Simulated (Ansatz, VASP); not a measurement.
# PbC: VASP beside Ansatz, part 2 of 2

Wanted: the spread between two codes on one cell, functional and k mesh. The cell is generated by rule, not measured, and may not be a known phase. The cell is taken from a series of runs on this material, whose earlier steps may have relaxed, scaled, displaced or heated it; both programs get it as it stands.

VASP 6.6.1 and Ansatz 0.2.0.

So far: The structure; Ansatz: relaxation of cell and atoms, PBEsol; VASP: relaxation of cell and atoms, PBEsol; Side by side.

**5. VASP: zone-centre phonons, PBEsol**

Level of this step: PBEsol; plane waves and PAW (Pb_d, C); invented cell (VASP).

Second derivatives magnify differences that forces hide, and they need a tight electronic threshold.

INCAR

```
SYSTEM = PbC
PREC = Accurate
ENCUT = 600
EDIFF = 1E-08
NELM = 120
ISMEAR = 1
SIGMA = 0.15
LREAL = .FALSE.
ALGO = Normal
GGA = PS
NBANDS = 24
LORBIT = 11
LWAVE = .FALSE.
LCHARG = .FALSE.
ISIF = 2
IBRION = 8
LASPH = .TRUE.
GGA_COMPAT = .FALSE.
KPAR = 2
```

POSCAR

```
PbC
1.0
    3.4934074506      0.0000000000      0.0000000000
   -1.7467037253      3.0253795980      0.0000000000
    0.0000000000      0.0000000000      6.2396144633
Pb C
2 2
Direct
    0.0000000000      0.0000000000      0.0000000000
    0.0000000000      0.0000000000      0.5000000000
    0.3333333333      0.6666666667      0.2500000000
    0.6666666667      0.3333333333      0.7500000000
```

KPOINTS

```
Automatic mesh
0
Gamma
12 12 6
0 0 0
```

PAW data sets: Pb_d and C (PBE family, release 64).

The run is started by

```sh
$ mpirun -np 2 vasp_std
```

Numbers of over 12 decimals in the logs are rounded to 6 here.

Log:

```text
[banner, memory and clock lines left out]
running    2 mpi-ranks, on    1 nodes
[...]
[... a notice as in an earlier step ...]

 LDA part: xc-table for (Slater+PW92), standard interpolation
 POSCAR, INCAR and KPOINTS ok, starting setup
[...]
entering main loop
       N       E                     dE             d eps       ncg     rms          rms(c)
DAV:   1     0.383244809741E+03    0.38324E+03   -0.19393E+04  3648   0.202E+03
DAV:   2     0.133201693833E+02   -0.36992E+03   -0.36118E+03  3808   0.479E+02
DAV:   3    -0.195935505257E+02   -0.32914E+02   -0.32195E+02  4792   0.162E+02
DAV:   4    -0.209591388082E+02   -0.13656E+01   -0.13549E+01  4392   0.319E+01
[...]
DAV:  14    -0.195758138655E+02   -0.17931E-06   -0.81246E-07  4944   0.727E-03    0.111E-03
DAV:  15    -0.195758139401E+02   -0.74676E-07   -0.73433E-08  4744   0.195E-03    0.268E-04
DAV:  16    -0.195758139451E+02   -0.49331E-08   -0.25345E-09  2520   0.516E-04
   1 F= -.19575814E+02 E0= -.19575675E+02  d E =-.415417E-03
[...]
RMM:  11    -0.108132690559E+00   -0.37375E-07    0.35080E-08 27230   0.213E-04    0.928E-06
RMM:  12    -0.108132666196E+00    0.24362E-07    0.20790E-08 27327   0.901E-05    0.324E-06
RMM:  13    -0.108132660002E+00    0.61941E-08   -0.12398E-08 27385   0.427E-05    0.153E-06
 first order change of Fermi-energy  -0.78952E-04
 force on displaced ion       3 direction 1 :  -2.813   0.001   0.000
 Linear response progress:
  Degree of freedom:   4/  4
       N       E                     dE             d eps       ncg     rms          rms(c)
RMM:   1    -0.120984097364E+00   -0.12098E+00    0.21078E-02 10046   0.167E+00
RMM:   2    -0.115998675913E+00    0.49854E-02   -0.58758E-03  7432   0.651E-01    0.658E-02
RMM:   3    -0.116303984773E+00   -0.30531E-03   -0.13971E-03  8581   0.244E-01    0.306E-02
RMM:   4    -0.116572019586E+00   -0.26803E-03   -0.17111E-04  8162   0.928E-02    0.130E-02
[...]
RMM:  12    -0.116607878641E+00    0.25463E-07    0.44410E-08  8793   0.972E-05    0.300E-06
RMM:  13    -0.116607893545E+00   -0.14904E-07   -0.97724E-09  9369   0.448E-05    0.115E-06
RMM:  14    -0.116607889877E+00    0.36676E-08    0.87673E-09  9336   0.220E-05    0.468E-07
 first order change of Fermi-energy   0.22798E-04
 force on displaced ion       3 direction 3 :  -0.000  -0.000  -2.049
 Linear response finished
```

Parts of OUTCAR (step 5):

```text
  Total        0.0276355      0.0276355      0.0316015      0.0000000      0.0000000     -0.0000000
  in kB        0.6714159      0.6714159      0.7677704      0.0000000      0.0000000     -0.0000000
  external PRESSURE =       0.7035341 kB  Pullay stress =       0.0000000 kB

 POSITION                                       TOTAL-FORCE (eV/Angst)
 -----------------------------------------------------------------------------------
      0.00000      0.00000      0.00000        -0.000000      0.000000     -0.000000
      0.00000      0.00000      3.11981        -0.000000      0.000000     -0.000000
     -0.00000      2.01692      1.55990         0.000000      0.000000     -0.000000
      1.74670      1.00846      4.67971         0.000000     -0.000000      0.000000
 -----------------------------------------------------------------------------------
    total drift:                               -0.000000     -0.000000      0.000000

[... 1 part as in an earlier step ...]

[... 1 further part left out ...]
```

**6. Ansatz: zone-centre phonons, PBEsol**

The same cell, functional, mesh and smearing now go to Ansatz, which takes its cutoff from its data sets.

The cell is taken from a series of runs on this material, whose earlier steps may have relaxed, scaled, displaced or heated it; both programs get it as it stands.

input.yaml

```yaml
crystal:
  lattice:
    - [3.4934074506, 0.0, 0.0]
    - [-1.7467037253, 3.025379598, 0.0]
    - [0.0, 0.0, 6.2396144633]
  atoms:
    - { symbol: Pb, position: [0.0, 0.0, 0.0] }
    - { symbol: Pb, position: [0.0, 0.0, 0.5] }
    - { symbol: C, position: [0.3333333333, 0.6666666667, 0.25] }
    - { symbol: C, position: [0.6666666667, 0.3333333333, 0.75] }
kpoints:
  mp_grid: { grid: [12, 12, 6] }
hamiltonian:
  xc: pbesol
scf:
  occupations: { method: methfessel_paxton, width: 0.15 }
output:
  eigenvalues: true
phonons:
  method: dfpt
```

The run is started by

```sh
$ ansatz run input.yaml --threads 4 --pin off --max-ram 7168MiB --backend cpu --events-out ev --progress --plain --runs-dir out
```

Log:

```text
[...]
Crystal: 4 atoms, lattice volume = 65.946 Å³
Basis set: ecut = 420 eV, 1287 PW (Γ), exchange–correlation on 48×48×96 points (8 copies of the dense FFT grid, shifted against one another)
Bands: 22, of which v1, the nominal top of the filled ones, is band 18 counted from 1 (17 counted from 0)
Symmetry: 24 space group operations
k-points: 242 of 864 (irreducible under 2 space group operations, time reversal used)
[...]
ASR residual: 2.172e-5 → 0.000e0 eV/Å²; symmetrization residual: 2.903e-6 eV/Å²
  ASR residual per site (eV/Å²): 8.69e-6 8.69e-6 2.17e-5 2.17e-5
  Γ frequencies (cm⁻¹): 0.00 0.00 0.00 28.24 28.24 148.52 161.23 252.24 252.24 257.77 258.02 258.02
  non-analytic LO–TO correction: not included (Born effective charges unavailable; polar crystals: no LO–TO splitting at Γ)
[key lines of the parts left out:]
SCF converged after 9 iterations
Free energy (F): -23995.543989 eV
Fermi energy:    11.835327 eV
```

**7. Side by side**

Zone-centre modes by rising frequency (cm⁻¹; imaginary ones negative):

```
program                                                                         modes
 Ansatz    0.0, 0.0, 0.0, 28.2, 28.2, 148.5, 161.2, 252.2, 252.2, 257.8, 258.0, 258.0
   VASP  -0.2, -0.2, 0.0, 28.9, 28.9, 149.1, 162.0, 253.3, 253.3, 258.4, 258.4, 260.7
```

The two lists differ in the order or number of single and degenerate modes, so they aren't paired one by one; the r.m.s. figure in the results sets the two lists side by side in order.

**8. Outcome**

| Property | Result |
| --- | --- |
| difference in volume (relaxation of cell and atoms, PBEsol) | -0.074 % |
| r.m.s. difference of the optical zone-centre modes, each program's sorted by frequency (zone-centre phonons, PBEsol) | 1.1 cm⁻¹ |

The difference in volume is -0.074 % (relaxation of cell and atoms, PBEsol), within the 1.2 % picked in this series as the mark of a large difference, as far as the stopping tolerances let one tell. Such differences can come from data sets, numerical settings and the points named under the comparisons, not from the functional's error against experiment.

[Lines on the potential files, build, host, timing and source positions are cut from VASP's logs without a mark.]

[Logs are printed without paths, hosts, clocks, repeated set-up lines and the standing remarks that a program may print on its own settings, such as how far it seeks lower states.]

[Hosts, paths, dates, database ids (printed as entryN), source tags and the programs' standing remarks are cut or masked in the printed files.]
